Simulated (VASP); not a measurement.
A convergence study with VASP on Ti (hcp): a few settings are varied, all else stays as given below, so the limit is that of these other settings. The cell's lengths are 1 % over those of the tabulated start and one atom is moved, so it is off equilibrium.

```xyz
2
Lattice="1.4897 -2.5803 0.0000 1.4897 2.5803 0.0000 0.0000 0.0000 4.7268" Properties=species:S:1:pos:R:3 pbc="T T T"
Ti     1.4898     0.8601     1.1817
Ti     1.5504    -0.8601     3.5451
```

These are LDA (Ceperley-Alder, Perdew-Zunger), VASP's LDA PAW potentials (set 64) (plane waves; VASP) values and carry that method's errors. The last row used: 900 eV cut-off, 12×12×7 Γ-centred mesh, first-order Methfessel-Paxton smearing of 0.10 eV, potentials Ti_pv.

Energies of different potentials or hybrids have different zeros.

| setting | E (eV/atom) | pressure (GPa) | largest force (eV/Å) | plane waves |
|---|---|---|---|---|
| ENCUT = 520, POTCAR Ti_sv | -8.4601 | -12.39 | 0.079 | 1014 |
| ENCUT = 700, POTCAR Ti_sv | -8.4601 | -12.38 | 0.079 | 1550 |
| ENCUT = 900, POTCAR Ti_sv | -8.4603 | -12.35 | 0.079 | 2255 |
| ENCUT = 300, POTCAR Ti | -8.4228 | -13.80 | 0.072 | 446 |
| ENCUT = 400, POTCAR Ti | -8.4227 | -13.79 | 0.072 | 687 |
| ENCUT = 520, POTCAR Ti | -8.4226 | -13.77 | 0.072 | 1014 |
| ENCUT = 700, POTCAR Ti | -8.4226 | -13.78 | 0.072 | 1550 |
| ENCUT = 900, POTCAR Ti | -8.4226 | -13.78 | 0.072 | 2255 |
| ENCUT = 300, POTCAR Ti_pv | -8.4558 | -12.93 | 0.078 | 446 |
| ENCUT = 400, POTCAR Ti_pv | -8.4526 | -12.40 | 0.078 | 687 |
| ENCUT = 520, POTCAR Ti_pv | -8.4526 | -12.44 | 0.078 | 1014 |
| ENCUT = 700, POTCAR Ti_pv | -8.4527 | -12.37 | 0.078 | 1550 |
| ENCUT = 900, POTCAR Ti_pv | -8.4526 | -12.38 | 0.078 | 2255 |

Left out are rungs that failed or repeat a setting and relaxations that didn't move; long series are thinned to 24 rows.

The compound is Ti in the hcp structure. The cell was not relaxed at this level, it is distorted from the ideal structure.
